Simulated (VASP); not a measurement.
Computed with PBE GGA, VASP's PBE PAW potentials (set 64) (plane waves; VASP 6.6.1).

Input for VASP

INCAR:
```
ALGO = Normal
EDIFF = 1E-6
ENCUT = 520
GGA = PE
ISIF = 2
ISMEAR = 0
LASPH = T
LCHARG = F
LREAL = F
LWAVE = F
NELM = 100
PREC = Accurate
SIGMA = 0.05
SYSTEM = LiF
```

**POSCAR**
```
LiF
1
    0.0000000000     2.0150000000     2.0150000000
    2.0150000000     0.0000000000     2.0150000000
    2.0150000000     2.0150000000     0.0000000000
Li F
1 1
Direct
  0.0000000000   0.0000000000   0.0000000000
  0.5000000000   0.5000000000   0.5000000000
```

File KPOINTS:
```
Regular mesh
0
gamma
10 10 10
0 0 0
```

POTCAR, in this order: Li_sv F (PBE.64 set). Program: vasp_std.

The run wrote:

**OUTCAR**
```
 ion  position               nearest neighbor table
   1  0.000  0.000  0.000-   2 2.02   2 2.02   2 2.02   2 2.02   2 2.02   2 2.02
   2  0.500  0.500  0.500-   1 2.02   1 2.02   1 2.02   1 2.02   1 2.02   1 2.02
  LATTYP: Found a face centered cubic cell.
 ALAT       =     4.0300000000
 Subroutine PRICEL returns:
 Original cell was already a primitive cell.
 Subroutine GETGRP returns: Found 48 space group operations
The static configuration has the point symmetry O_h .
The dynamic configuration has the point symmetry O_h .
 Subroutine INISYM returns: Found 48 space group operations
 Subroutine IBZKPT returns following result:
 Found     47 irreducible k-points:

 Following reciprocal coordinates:
            Coordinates               Weight
  0.000000  0.000000  0.000000      1.000000
  0.100000  0.000000  0.000000      8.000000
  0.200000  0.000000  0.000000      8.000000
  0.300000  0.000000  0.000000      8.000000
  0.400000  0.000000  0.000000      8.000000
  0.500000  0.000000  0.000000      4.000000
  0.100000  0.100000  0.000000      6.000000
  0.200000  0.100000  0.000000     24.000000
  0.300000  0.100000  0.000000     24.000000
  0.400000  0.100000  0.000000     24.000000
  0.500000  0.100000  0.000000     24.000000
 -0.400000  0.100000  0.000000     24.000000
 -0.300000  0.100000  0.000000     24.000000
 -0.200000  0.100000  0.000000     24.000000
 -0.100000  0.100000  0.000000     12.000000
  0.200000  0.200000  0.000000      6.000000
  0.300000  0.200000  0.000000     24.000000
  0.400000  0.200000  0.000000     24.000000
  0.500000  0.200000  0.000000     24.000000
 -0.400000  0.200000  0.000000     24.000000
 -0.300000  0.200000  0.000000     24.000000
 -0.200000  0.200000  0.000000     12.000000
  0.300000  0.300000  0.000000      6.000000
  0.400000  0.300000  0.000000     24.000000
...
```

**OSZICAR**
```
       N       E                     dE             d eps       ncg     rms          rms(c)
DAV:   1     0.312066718359E+02    0.31207E+02   -0.56239E+03   871   0.112E+03
DAV:   2    -0.916111298489E+01   -0.40368E+02   -0.39813E+02   915   0.208E+02
DAV:   3    -0.101364808192E+02   -0.97537E+00   -0.97348E+00  1095   0.308E+01
DAV:   4    -0.101484692683E+02   -0.11988E-01   -0.11984E-01  1079   0.349E+00
DAV:   5    -0.101485539538E+02   -0.84685E-04   -0.84685E-04  1149   0.196E-01    0.454E+00
DAV:   6    -0.962665191704E+01    0.52190E+00   -0.28068E+00   862   0.131E+01    0.140E+00
DAV:   7    -0.963085956792E+01   -0.42077E-02   -0.19264E-02  1155   0.156E+00    0.855E-01
DAV:   8    -0.963770054889E+01   -0.68410E-02   -0.16303E-02  1174   0.167E+00    0.993E-02
DAV:   9    -0.963779123731E+01   -0.90688E-04   -0.80128E-04   927   0.310E-01    0.413E-02
DAV:  10    -0.963785650546E+01   -0.65268E-04   -0.14815E-04   959   0.115E-01    0.566E-03
DAV:  11    -0.963785914625E+01   -0.26408E-05   -0.20196E-06  1186   0.191E-02    0.229E-03
DAV:  12    -0.963785908150E+01    0.64750E-07   -0.48701E-07   880   0.844E-03
   1 F= -.96378591E+01 E0= -.96378591E+01  d E =-.108448E-23
```

OUTCAR:
```
------------------------ aborting loop because EDIFF is reached ----------------------------------------
  FORCE on cell =-STRESS in cart. coord.  units (eV):
  Direction    XX          YY          ZZ          XY          YZ          ZX
  --------------------------------------------------------------------------------------
  Total        0.1573704      0.1573704      0.1573704      0.0000000      0.0000000      0.0000000
  in kB       15.4091411     15.4091411     15.4091411      0.0000000      0.0000000      0.0000000
  external PRESSURE =      15.4091411 kB  Pullay stress =       0.0000000 kB
  volume of cell :       16.36
      direct lattice vectors                 reciprocal lattice vectors
     0.000000000  2.015000000  2.015000000    -0.248138958  0.248138958  0.248138958
     2.015000000  0.000000000  2.015000000     0.248138958 -0.248138958  0.248138958
     2.015000000  2.015000000  0.000000000     0.248138958  0.248138958 -0.248138958
  FREE ENERGIE OF THE ION-ELECTRON SYSTEM (eV)
  ---------------------------------------------------
  free  energy   TOTEN  =        -9.6378590815 eV

  energy  without entropy=       -9.6378590815  energy(sigma->0) =       -9.63785908
```
(Selected blocks of OUTCAR.)

The compound is LiF in the rock salt structure. The cell was not relaxed at this level.
